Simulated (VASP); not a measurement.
Output of a VASP run:

OSZICAR:
```
...
DAV:   8    -0.229266990443E+02    0.36000E-02   -0.27190E-02  1979   0.128E+00    0.276E-01
DAV:   9    -0.229324083604E+02   -0.57093E-02   -0.63283E-03  2253   0.696E-01    0.104E-01
DAV:  10    -0.229324593438E+02   -0.50983E-04   -0.63696E-04  2341   0.232E-01    0.398E-02
DAV:  11    -0.229325733246E+02   -0.11398E-03   -0.35084E-04  2576   0.139E-01    0.422E-02
DAV:  12    -0.229325555876E+02    0.17737E-04   -0.57376E-05  2010   0.768E-02    0.175E-02
DAV:  13    -0.229325815052E+02   -0.25918E-04   -0.34140E-05  1993   0.448E-02    0.249E-03
DAV:  14    -0.229325796794E+02    0.18258E-05   -0.33769E-06  2068   0.129E-02    0.123E-03
DAV:  15    -0.229325811461E+02   -0.14667E-05   -0.23404E-07  1118   0.486E-03    0.111E-03
DAV:  16    -0.229325791105E+02    0.20356E-05   -0.54912E-08  1091   0.325E-03    0.124E-04
DAV:  17    -0.229325795819E+02   -0.47141E-06   -0.21443E-09  1085   0.472E-04
   1 F= -.22932580E+02 E0= -.22932144E+02  d E =-.229326E+02
       N       E                     dE             d eps       ncg     rms          rms(c)
DAV:   1    -0.232474821546E+02   -0.31490E+00   -0.62850E+00  1927   0.284E+01    0.377E+00
DAV:   2    -0.229061003838E+02    0.34138E+00   -0.21292E+00  1923   0.119E+01    0.112E+00
DAV:   3    -0.229265025755E+02   -0.20402E-01   -0.48403E-02  2100   0.155E+00    0.832E-01
DAV:   4    -0.229274391178E+02   -0.93654E-03   -0.87268E-02  2201   0.183E+00    0.452E-01
DAV:   5    -0.229281753516E+02   -0.73623E-03   -0.21689E-02  1912   0.118E+00    0.823E-02
DAV:   6    -0.229282852809E+02   -0.10993E-03   -0.69259E-04  2118   0.228E-01    0.457E-02
DAV:   7    -0.229281222134E+02    0.16307E-03   -0.53269E-04  1970   0.250E-01    0.168E-02
DAV:   8    -0.229283181647E+02   -0.19595E-03   -0.13179E-04  1963   0.130E-01    0.548E-03
DAV:   9    -0.229283076498E+02    0.10515E-04   -0.19132E-06  2650   0.148E-02    0.270E-03
DAV:  10    -0.229283109551E+02   -0.33052E-05   -0.14765E-07  1098   0.364E-03    0.149E-03
DAV:  11    -0.229283057760E+02    0.51791E-05   -0.19974E-07  1028   0.613E-03    0.451E-04
DAV:  12    -0.229283074997E+02   -0.17237E-05   -0.57053E-08  1013   0.213E-03    0.208E-04
DAV:  13    -0.229283073157E+02    0.18404E-06   -0.14885E-09  1008   0.431E-04
   2 F= -.22928307E+02 E0= -.22927893E+02  d E =0.427227E-02
       N       E                     dE             d eps       ncg     rms          rms(c)
DAV:   1    -0.230580599837E+02   -0.12975E+00   -0.23155E+00  1912   0.171E+01    0.244E+00
DAV:   2    -0.229296324296E+02    0.12843E+00   -0.77244E-01  1908   0.767E+00    0.518E-01
DAV:   3    -0.229346152226E+02   -0.49828E-02   -0.19452E-02  2044   0.102E+00    0.364E-01
DAV:   4    -0.229352369358E+02   -0.62171E-03   -0.29521E-02  2176   0.104E+00    0.260E-01
DAV:   5    -0.229357595018E+02   -0.52257E-03   -0.71642E-03  1898   0.673E-01    0.556E-02
DAV:   6    -0.229356175248E+02    0.14198E-03   -0.18016E-04  2120   0.138E-01    0.398E-02
DAV:   7    -0.229357376420E+02   -0.12012E-03   -0.10311E-04  2023   0.106E-01    0.133E-02
DAV:   8    -0.229357285870E+02    0.90550E-05   -0.13390E-05  2230   0.295E-02    0.477E-03
DAV:   9    -0.229357423062E+02   -0.13719E-04   -0.17563E-06  1984   0.149E-02    0.220E-03
DAV:  10    -0.229357376433E+02    0.46628E-05   -0.81927E-07  1018   0.754E-03    0.551E-04
DAV:  11    -0.229357408409E+02   -0.31976E-05   -0.15582E-07  1019   0.379E-03    0.340E-04
DAV:  12    -0.229357401789E+02    0.66199E-06   -0.13808E-08  1002   0.106E-03
   3 F= -.22935740E+02 E0= -.22935304E+02  d E =-.316060E-02
```

**OUTCAR**
```
------------------------ aborting loop because EDIFF is reached ----------------------------------------
  FORCE on cell =-STRESS in cart. coord.  units (eV):
  Direction    XX          YY          ZZ          XY          YZ          ZX
  --------------------------------------------------------------------------------------
  Total       -0.0002698     -0.0002698     -0.0002698      0.0000000     -0.0000000      0.0000000
  in kB       -0.0288198     -0.0288198     -0.0288198      0.0000000     -0.0000000      0.0000000
  external PRESSURE =      -0.0288198 kB  Pullay stress =       0.0000000 kB
  volume of cell :       15.00
      direct lattice vectors                 reciprocal lattice vectors
     0.000000000  1.957373722  1.957373722    -0.255444320  0.255444320  0.255444320
     1.957373722  0.000000000  1.957373722     0.255444320 -0.255444320  0.255444320
     1.957373722  1.957373722  0.000000000     0.255444320  0.255444320 -0.255444320
 POSITION                                       TOTAL-FORCE (eV/Angst)
 -----------------------------------------------------------------------------------
      0.00000      0.00000      0.00000         0.000000      0.000000      0.000000
 -----------------------------------------------------------------------------------
    total drift:                               -0.000000     -0.000000     -0.000000
  FREE ENERGIE OF THE ION-ELECTRON SYSTEM (eV)
  ---------------------------------------------------
  free  energy   TOTEN  =       -22.9357401789 eV

  energy  without entropy=      -22.9344302383  energy(sigma->0) =      -22.93530353

 reached required accuracy - stopping structural energy minimisation
```
(Selected blocks of OUTCAR.)

File POSCAR:
```
Pd
1
    0.0000000000     1.9450000000     1.9450000000
    1.9450000000     0.0000000000     1.9450000000
    1.9450000000     1.9450000000     0.0000000000
Pd
1
Direct
  0.0000000000   0.0000000000   0.0000000000
```

Problem. Reconstruct the remaining input files.

Solution. One answer among several that fit: the input of the run itself, r2SCAN meta-GGA, plane waves, VASP's PBE PAW potentials (set 64).

### KPOINTS
```
K-points
0
G
14 14 14
```

INCAR:
```
SYSTEM=Pd
PREC=Accurate; ENCUT=480; LREAL=.False.
LASPH=.True.
EDIFF=1E-6; NELM=100; ALGO=Normal
LMAXMIX=4; LMIXTAU=.True.
ISMEAR=1; SIGMA=0.1
METAGGA=R2SCAN
IBRION=2; NSW=60; ISIF=3
EDIFFG=-0.01
LWAVE=.False.; LCHARG=.False.
```

POTCAR, in this order: Pd (PBE.64 set). Program: vasp_std.

The compound is Pd in the fcc structure. This run relaxes it. Symmetry was kept, so distortions that lower it aren't found.
